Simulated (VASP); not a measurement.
# Si11WC12 (a cell with a defect) in VASP: a series of runs, part 2 of 2

VASP 6.6.1.

## Step 3: Single point, PBEsol, collinear spin, ferromagnetic start

Input file INCAR:

```
SYSTEM = Si11WC12
ALGO     = Normal         ! electronic algorithm
EDIFF    = 1E-5           ! SCF threshold, eV
ENCUT    = 450            ! plane-wave cutoff, eV
GGA      = PS             ! functional
ISIF     = 2              ! what is computed and relaxed
ISMEAR   = 0              ! smearing method
ISPIN    = 2              ! spin polarisation
ISYM     = 0            
KPAR     = 4            
LASPH    = .True.         ! aspherical terms in the spheres
LCHARG   = .False.        ! write CHGCAR
LMAXMIX  = 4              ! l up to which the mixer works
LORBIT   = 11             ! projections on sites
LREAL    = Auto         
LWAVE    = .False.        ! write WAVECAR
MAGMOM   = 1 0 0 0 0 0 0 0 0 0 0 0 0 0 0 0 0 0 0 0 0 0 0 0 ! initial moments
NBANDS   = 75             ! bands
NELECT   = 105.0        
NELM     = 120            ! most SCF steps
NUPDOWN  = 1              ! fixed moment
PREC     = Accurate       ! precision mode
SIGMA    = 0.03           ! smearing width, eV
```

Input file KPOINTS:

```
k-points
0
Gamma
  2 3 3
  0 0 0
```

Input file POSCAR:

```
Si11WC12                                
1.0
    0.0000000000      6.5370000000      6.5370000000
    4.3580000000      0.0000000000      4.3580000000
    4.3580000000      4.3580000000      0.0000000000
  W               Si              C             
     1    11    12
Direct
     0.9971000840617251    0.0017572854534524    0.0017968331801642
     0.9987875123695613    0.9958468485345021    0.5037978563246126
     0.9989406813523163    0.5034859079351984    0.9960557533026680
     0.9987605354337447    0.5032617792069052    0.5035789594511827
     0.3385289539771261    0.9977224685080103    0.9987703368214372
     0.3412541239423667    0.9957727986993763    0.4961188628383169
     0.3411247857387079    0.4952915113750007    0.9967625475075148
     0.3351943074319347    0.4991586396224955    0.5001364518712204
     0.6668046580069091    0.9964088636665552    0.9977711401658390
     0.6635606095433780    0.9985062510574138    0.5091089363348648
     0.6634952056030429    0.5076499345038697    0.0000744240088788
     0.6682419414918124    0.4987519850415696    0.4999732105977467
     0.0893784884418759    0.1290387246058155    0.1293720951626678
     0.0910688162320053    0.1278076945460872    0.6080323932592919
     0.0909286867358107    0.6079950271683439    0.1282120959466730
     0.0850943818316978    0.6243413632461329    0.6245877415799791
     0.4200324114032390    0.1226434521965238    0.1235031725954228
     0.4158512376445536    0.1252692585707427    0.6273137718290223
     0.4157713527601104    0.6262475157995890    0.1263505285829022
     0.4189794519473646    0.6232988791925019    0.6242106847513983
     0.7349272611468384    0.1324443112261269    0.1339888247778099
     0.7514812561449508    0.1243311556696732    0.6249143235189649
     0.7515680655817182    0.6235627814128799    0.1254846906773757
     0.7506101911772013    0.6244065627612444    0.6259143649140495
```

Potentials or basis: VASP PAW PBE potentials, release 64 (W_sv, Si, C).

Started as:

```bash
$ cat potpaw_PBE.64/W_sv/POTCAR potpaw_PBE.64/Si/POTCAR potpaw_PBE.64/C/POTCAR > POTCAR
$ mpirun -np 4 vasp_std > vasp.out
```

It took 3.9 min on 4 MPI ranks of Intel Xeon Platinum 8488C (Sapphire Rapids), shared host; peak memory 0.6 GiB.

It converged, with:

```yaml
Free_energy: -204.2524 eV
Largest_force: 0.174 eV/Å
Net_moment: 1.00 μB per cell
Site_moments: W +0.54; Si +0.02, +0.01, +0.00; C -0.00, -0.01, +0.00, +0.01 μB
Valence_electrons_inside_the_program's_atomic_spheres: W 12.35; Si 1.67, 1.68; C 2.54, 2.53
```

Forces on the atoms (eV/Å):
```
W    0.002  0.003 -0.011
Si  -0.003  0.015 -0.032
Si   0.006 -0.033 -0.009
Si   0.010  0.012 -0.004
Si  -0.008 -0.002  0.004
Si   0.009  0.004 -0.004
Si  -0.003 -0.004  0.012
Si   0.009  0.006  0.005
Si  -0.011 -0.006  0.005
Si  -0.003  0.014  0.013
Si  -0.015  0.003  0.022
Si  -0.009  0.001  0.001
C   -0.092 -0.101 -0.104
C    0.091  0.092 -0.087
C    0.081 -0.084  0.090
C   -0.001  0.013  0.003
C    0.021  0.001 -0.004
C   -0.005 -0.006 -0.002
C   -0.006  0.004  0.005
C   -0.004  0.007  0.002
C   -0.089  0.100  0.111
C    0.002 -0.014 -0.010
C    0.013 -0.012 -0.007
C    0.005 -0.010  0.002
```

Caveat: the k mesh is coarse (spacing up to 0.42 Å⁻¹), so the values aren't converged; the cell is charged against a uniform background, so pressure and absolute levels hang on convention; the cutoff is under 1.25 times the usual one of these potentials, so pressure, stress and relaxed cells hold a basis-set (Pulay) error; the PAW data sets were made with another functional, which shifts forces and pressure a little; the total moment is fixed, so each spin has its own Fermi level.

## Step 4: Single point, HSE06, collinear spin, ferromagnetic start

POSCAR is that of step 3.

Input file INCAR.step1:

```
SYSTEM = Si11WC12
ALGO     = Normal         ! electronic algorithm
EDIFF    = 1E-5           ! SCF threshold, eV
ENCUT    = 450            ! plane-wave cutoff, eV
GGA      = PE             ! functional
ISIF     = 2              ! what is computed and relaxed
ISMEAR   = 0              ! smearing method
ISPIN    = 2              ! spin polarisation
ISYM     = -1           
KPAR     = 2            
LASPH    = .True.         ! aspherical terms in the spheres
LCHARG   = .False.        ! write CHGCAR
LMAXMIX  = 4              ! l up to which the mixer works
LORBIT   = 11             ! projections on sites
LREAL    = Auto         
LWAVE    = .True.         ! write WAVECAR
MAGMOM   = 1 0 0 0 0 0 0 0 0 0 0 0 0 0 0 0 0 0 0 0 0 0 0 0 ! initial moments
NBANDS   = 75             ! bands
NELECT   = 105.0        
NELM     = 70             ! most SCF steps
NKRED    = 2            
NUPDOWN  = 1              ! fixed moment
PREC     = Accurate       ! precision mode
SIGMA    = 0.03           ! smearing width, eV
TIME     = 0.4
```

Input file INCAR.step2:

```
SYSTEM = Si11WC12
ALGO     = Damped         ! electronic algorithm
EDIFF    = 1E-4           ! SCF threshold, eV
ENCUT    = 450            ! plane-wave cutoff, eV
GGA      = PE             ! functional
HFSCREEN = 0.2            ! screening, 1/A
ISIF     = 2              ! what is computed and relaxed
ISMEAR   = 0              ! smearing method
ISPIN    = 2              ! spin polarisation
ISTART   = 1            
ISYM     = -1           
KPAR     = 2            
LASPH    = .True.         ! aspherical terms in the spheres
LCHARG   = .False.        ! write CHGCAR
LHFCALC  = .True.         ! exact exchange
LMAXMIX  = 4              ! l up to which the mixer works
LORBIT   = 11             ! projections on sites
LREAL    = Auto         
LWAVE    = .False.        ! write WAVECAR
MAGMOM   = 1 0 0 0 0 0 0 0 0 0 0 0 0 0 0 0 0 0 0 0 0 0 0 0 ! initial moments
NBANDS   = 75             ! bands
NELECT   = 105.0        
NELM     = 70             ! most SCF steps
NKRED    = 2            
NUPDOWN  = 1              ! fixed moment
PREC     = Accurate       ! precision mode
PRECFOCK = Fast         
SIGMA    = 0.03           ! smearing width, eV
TIME     = 0.4
```

Input file KPOINTS:

```
k-points
0
Gamma
  2 2 2
  0 0 0
```

Started as:

```bash
$ cat potpaw_PBE.64/W_sv/POTCAR potpaw_PBE.64/Si/POTCAR potpaw_PBE.64/C/POTCAR > POTCAR
$ cp INCAR.step1 INCAR
$ mpirun -np 4 vasp_std > vasp.out
$ cp INCAR.step2 INCAR
$ mpirun -np 4 vasp_std > vasp.out
```

Wall time 9.8 min (4 MPI ranks of Intel Xeon Platinum 8488C (Sapphire Rapids), shared host); peak memory 0.63 GiB.

Results (log left out):

```yaml
Free_energy: -225.4780 eV
Largest_force: 0.134 eV/Å
Net_moment: 1.00 μB per cell
Site_moments: W +0.60; Si +0.02, +0.01, +0.00; C -0.00, -0.01, +0.00, +0.01 μB
Valence_electrons_inside_the_program's_atomic_spheres: W 12.31; Si 1.70, 1.69; C 2.56, 2.55
```

Forces in eV/Å, atoms in the order of the input:
```
W    0.029 -0.053 -0.069
Si   0.027  0.052 -0.010
Si   0.036 -0.010  0.026
Si  -0.037  0.039  0.022
Si   0.015  0.011  0.019
Si   0.003 -0.003  0.082
Si  -0.010  0.082  0.007
Si  -0.076  0.030  0.030
Si   0.070  0.025  0.037
Si   0.009 -0.100  0.029
Si  -0.004  0.017 -0.091
Si  -0.051  0.008  0.009
C   -0.131  0.021  0.018
C    0.032  0.017 -0.021
C    0.019 -0.019  0.013
C    0.063 -0.033 -0.045
C   -0.011 -0.038 -0.044
C    0.011  0.004  0.000
C    0.011  0.007  0.015
C    0.009  0.004 -0.002
C   -0.059 -0.035 -0.023
C   -0.007  0.020 -0.042
C    0.006 -0.046  0.026
C    0.046  0.000  0.013
```

Caveat: the k mesh is coarse (spacing up to 0.62 Å⁻¹), so the values aren't converged, least of all with exact exchange; the cell is charged against a uniform background, so pressure and absolute levels hang on convention; the cutoff is under 1.25 times the usual one of these potentials, so pressure, stress and relaxed cells hold a basis-set (Pulay) error; the PAW data sets were made with another functional, which shifts forces and pressure a little; the total moment is fixed, so each spin has its own Fermi level.

## Step 5: Summary

```tsv
level	spin	U	fixed moment (μB)	cell	k mesh	grid for exact exchange (PRECFOCK)	screening parameter	moment (μB)	largest force (eV/Å)
PBEsol+U	off	W d U = 2 eV	-	Cm, 10.35 Å³/atom	2 × 3 × 3	-	-	-	3.21
PBEsol	collinear, ferromagnetic start	-	1	P1, 10.35 Å³/atom	2 × 3 × 3	-	-	1.00	0.17
HSE06	collinear, ferromagnetic start	-	1	P1, 10.35 Å³/atom	2 × 2 × 2	Fast	0.2 1/A	1.00	0.13
```

Some of these runs hold the atoms at other places in the same cell, which the table doesn't show; runs alike in all that it shows share one row.

Alike in all rows: task single point; potentials or basis VASP PAW PBE potentials, release 64 (W_sv, Si, C); cutoff (eV) 450; smearing gaussian 0.03 eV; the mesh is coarse, so values aren't converged.

Caveats: all runs use coarse meshes; the cell is charged against a uniform background, so pressure and absolute levels hang on convention; the cutoff is under 1.25 times the usual one of these potentials, so pressure, stress and relaxed cells hold a basis-set (Pulay) error; the PAW data sets were made with another functional, which shifts forces and pressure a little; the total moment is fixed, so each spin has its own Fermi level (some runs); U without spin polarisation on a metal has little footing (some runs); the U is typed as a test and isn't derived for this compound (some runs).

Absolute energies hang on the potentials; compare differences alone.
